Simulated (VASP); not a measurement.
Given:

```
Al2Pt
1.0
    0.00000     2.98744     2.98744
    2.98744     0.00000     2.98744
    2.98744     2.98744     0.00000
Al Pt
2 1
Direct
  0.25000   0.25000   0.25000
  0.75000   0.75000   0.75000
  0.00000   0.00000   0.00000
```

Calculation: RPBE GGA, VASP's PBE PAW potentials (set 64) (plane waves; VASP 6.6.1). Run with 520 eV cut-off, 9×9×9 Γ-centred mesh, first-order Methfessel-Paxton smearing of 0.10 eV, potentials Al Pt.

Problem. The job: PtAl₂ (fluorite), 3 atoms, RPBE, static run, 520 eV, 9×9×9 Γ-centred mesh. Roughly how much core time does it take on a busy server core?

Solution. About 10 core-seconds (one run on a shared machine, a rough figure). It had 35 irreducible k-points, 12 bands, up to 1459 plane waves and 13 electronic steps.

The compound is PtAl2 in the fluorite structure. It was relaxed first.
